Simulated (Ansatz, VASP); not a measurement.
**EuCo in VASP and in Ansatz**

INCAR

```
SYSTEM = EuCo
PREC = Accurate
ENCUT = 520
EDIFF = 1E-6
ISMEAR = -1
SIGMA = 0.1
LREAL = .False.
LASPH = .True.
NELM = 150
ALGO = Normal
ISIF = 2
LWAVE = .False.
LCHARG = .False.
ISPIN = 2
MAGMOM = 7 7 -1.8 -1.8
LORBIT = 11
LMAXMIX = 6
GGA = PE
NBANDS = 38
```

Contents of KPOINTS:

```
Automatic mesh
0
Gamma
  4 4 4
  0 0 0
```

POSCAR

```
EuCo
1.0
    0.0000000000      3.7222486500      3.7222486500
    3.7222486500      0.0000000000      3.7222486500
    3.7222486500      3.7222486500      0.0000000000
Eu Co
2 2
Direct
    0.0000000000      0.0000000000      0.0000000000
    0.2500000000      0.2500000000      0.2500000000
    0.5000000000      0.5000000000      0.5000000000
    0.7500000000      0.7500000000      0.7500000000
```

Input for Ansatz:

```yaml
crystal:
  lattice:
    - [0.0, 3.72224865, 3.72224865]
    - [3.72224865, 0.0, 3.72224865]
    - [3.72224865, 3.72224865, 0.0]
  atoms:
    - { symbol: Eu, position: [0.0, 0.0, 0.0], spin: 7.0 }
    - { symbol: Eu, position: [0.25, 0.25, 0.25], spin: 7.0 }
    - { symbol: Co, position: [0.5, 0.5, 0.5], spin: -1.8 }
    - { symbol: Co, position: [0.75, 0.75, 0.75], spin: -1.8 }
kpoints:
  mp_grid: { grid: [4, 4, 4], shift: [0, 0, 0] }
magnetization:
  spin_polarized: true
scf:
  occupations: { method: fermi_dirac }
hamiltonian:
  pseudopotentials: { kind: paw }
  xc: pbe
basis:
  ecutwfc: 420
output:
  forces: true
  stress: true
  eigenvalues: true
```

The cell was built by a generator and needn't be a form met in nature.

Alike in both runs: task single point; functional PBE; k mesh 4 × 4 × 4; collinear spin.

```csv
,VASP,Ansatz
version,VASP 6.6.1,Ansatz 0.2.0
potentials or method,"VASP PAW PBE potentials, release 64 (Eu, Co)",PAW plane waves
plane-wave cutoff (eV),520,420
occupations,"fermi-dirac, width 0.1 eV",fermi-dirac
valence electrons in the cell,52,68
```

|  | VASP | Ansatz | Ansatz less VASP |
| --- | --- | --- | --- |
| gap on the k mesh at the Fermi level (eV) | none | none | - |
| pressure (GPa) | -8.1 | -8.1 | -0.03 |
| net moment per atom (μB) | 2.87 | 2.86 | -0.012 |
| size of the moment on the site where the two differ most (μB) | 6.73 | 6.98 | +0.254 |

Site moments also hang on the region over which each program counts them. A gap of «none» marks a metal or a gap that the smearing closes. The two sets of potentials don't hold the same shells in valence.

Caveats: the k mesh is coarse (spacing up to 0.37 Å⁻¹), so the values aren't converged; spin-orbit coupling is left out, which moves the levels of the heavy elements; without U or exact exchange the open f shell lies at the Fermi level, which spoils levels, moments and volumes. The state reached can hang on the start; a lower one may exist.
